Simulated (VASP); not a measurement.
Here is the system:

```
AsSb
1.0
    0.00000     2.81169     2.81169
    2.81169     0.00000     2.81169
    2.81169     2.81169     0.00000
As Sb
1 1
Direct
  0.00000   0.00000   0.00000
  0.50000   0.50000   0.50000
```

Computed with PBE GGA with spin-orbit coupling, VASP's PBE PAW potentials (set 64) (plane waves; VASP 6.6.1). Numerical set-up: 400 eV cut-off, 7×7×7 Γ-centred mesh, Gaussian smearing of 0.050 eV, potentials As Sb.

Question: Estimate the energy per atom (σ→0), pressure, band gap (on the k-mesh) with the smallest direct gap where there is one.

Answer: 
```json
{
 "band gap (on the k-mesh)": "none (metal, semimetal or under 0.01 eV)",
 "energy per atom (σ→0)": "-4323 meV/atom",
 "pressure": "10.31 GPa"
}
```

The absolute energy has meaning only against runs of the same code, potentials and settings.

The structure was generated: SbAs was put into the rocksalt type (Fm-3m), which need not be its known phase. The cell was not relaxed at this level. The run is one of a series of settings (GGA_COMPAT = .FALSE., LSORBIT = .TRUE., MAGMOM = 0 0 0 0 0 0, program vasp_ncl against the base run), some of them coarse on purpose.
